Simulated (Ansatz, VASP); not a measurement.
# BaSi3 in VASP and in Ansatz

INCAR

```
  PREC = Accurate
  ENCUT = 520
  EDIFF = 1E-7
  ISMEAR = -1
  SIGMA = 0.1
  LREAL = False
  LASPH = True
  NELM = 60
  ALGO = Normal
  ISIF = 2
  LWAVE = False
  LCHARG = True
  GGA = PE
  LELF = True
  LVHAR = True
  NBANDS = 19
```

KPOINTS

```
regular mesh
0
Gamma
  8 8 8
```

The input POSCAR:

```
BaSi3
1.0
    4.4872196948      0.0000000000      0.0000000000
    0.0000000000      4.4872196948      0.0000000000
    0.0000000000      0.0000000000      4.4872196948
Ba Si
1 3
Direct
    0.0000000000      0.0000000000      0.0000000000
    0.0000000000      0.5000000000      0.5000000000
    0.5000000000      0.5000000000      0.0000000000
    0.5000000000      0.0000000000      0.5000000000
```

Input for Ansatz:

```yaml
crystal:
  lattice:
    - [4.4872196948, 0.0, 0.0]
    - [0.0, 4.4872196948, 0.0]
    - [0.0, 0.0, 4.4872196948]
  atoms:
    - { symbol: Ba, position: [0.0, 0.0, 0.0] }
    - { symbol: Si, position: [0.0, 0.5, 0.5] }
    - { symbol: Si, position: [0.5, 0.5, 0.0] }
    - { symbol: Si, position: [0.5, 0.0, 0.5] }
basis:
  ecutwfc: 420
  ecutrho_ratio: 4
  precision: f64
kpoints:
  mp_grid: { grid: [8, 8, 8] }
hamiltonian:
  xc: pbe
scf:
  occupations: { method: fermi_dirac, width: 0.1 }
  lower_state_search: "off"
  eigensolver: { kind: davidson }
output:
  forces: true
  stress: true
```

The cell comes from a database or a generator and needn't be the stable form of this composition.

Alike in both runs: task single point; functional PBE; k mesh 8 × 8 × 8; occupations fermi-dirac, width 0.1 eV; no spin polarisation.

```csv
,VASP,Ansatz
version,VASP 6.6.1,Ansatz 0.2.0
potentials or method,"VASP PAW PBE potentials, release 64 (Ba_sv, Si)","scalar-relativistic, plane waves, PAW"
plane-wave cutoff (eV),520,420
valence electrons in the cell,22,22
```

|  | VASP | Ansatz | Ansatz less VASP |
| --- | --- | --- | --- |
| pressure (GPa) | 0.8 | 0.0 | -0.80 |

With one functional, cell and mesh, what is left measures potentials, basis and numerics.

The runs have no spin-orbit coupling, so splittings on Ba are missing.
